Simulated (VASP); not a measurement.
**NbN (rock salt): computed properties**

All values below come from LDA (Ceperley-Alder, Perdew-Zunger), VASP's LDA PAW potentials (set 64) (plane waves; VASP).

For NbN, the space group comes out as Fm-3m (225) and the cell comes out as a = b = c = 4.3553 Å, α = β = γ = 90.00°. The volume per atom comes out as 10.33 Å³/atom and the band gap (over mesh and band path) comes out as none (metal, semimetal or under 0.01 eV). The band gap with spin-orbit coupling is none (metallic). The density is 8.60 g/cm³.

```cif
data_N4Nb4
_chemical_formula_sum 'Nb4 N4'
_space_group_name_H-M_alt 'Fm-3m'
_space_group_IT_number 225
_space_group_name_Hall '-F 4 2 3'
_cell_length_a 4.35529
_cell_length_b 4.35529
_cell_length_c 4.35529
_cell_angle_alpha 90.000
_cell_angle_beta 90.000
_cell_angle_gamma 90.000
loop_
_atom_site_label
_atom_site_type_symbol
_atom_site_symmetry_multiplicity
_atom_site_Wyckoff_symbol
_atom_site_fract_x
_atom_site_fract_y
_atom_site_fract_z
_atom_site_occupancy
Nb1 Nb 4 a 0.00000 0.00000 0.00000 1
N1 N 4 b 0.50000 0.50000 0.50000 1
```
(The calculation used a cell of 2 atoms; values per cell refer to that cell.)

Measured: a 4.391 Å (computed value off by -0.8 %), as given by John G. Wright et al., Physical Review Materials (2023), doi:10.1103/physrevmaterials.7.074803. The calculation is for a static lattice, while the measured a holds thermal and zero-point effects, which are part of the difference.

The compound is NbN in the rock salt structure, the cubic δ form, which competes with hexagonal ones. It was relaxed first. Symmetry was kept, so distortions that lower it aren't found.
